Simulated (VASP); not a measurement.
Data:

```
CdTe
1.0
    0.00000     3.27276     3.22367
    3.22367     0.00000     3.22367
    3.22367     3.27276     0.00000
Cd Te
1 1
Direct
  0.00000   0.00000   0.00000
  0.25000   0.25000   0.25000
```

Calculation: r2SCAN meta-GGA, VASP's PBE PAW potentials (set 64) (plane waves; VASP). Settings: 480 eV cut-off, 6×6×6 Γ-centred mesh, Gaussian smearing of 0.050 eV, potentials Cd Te.

Task: Give the stress tensor in GPa (positive for a compressed cell).

Result: 
```
1.76  0.00  0.00
0.00  1.51  0.00
0.00  0.00  1.76
```
The pressure is its mean diagonal, 1.68 GPa.

The compound is CdTe in the zinc blende structure. This cell was strained or had an atom moved on purpose.
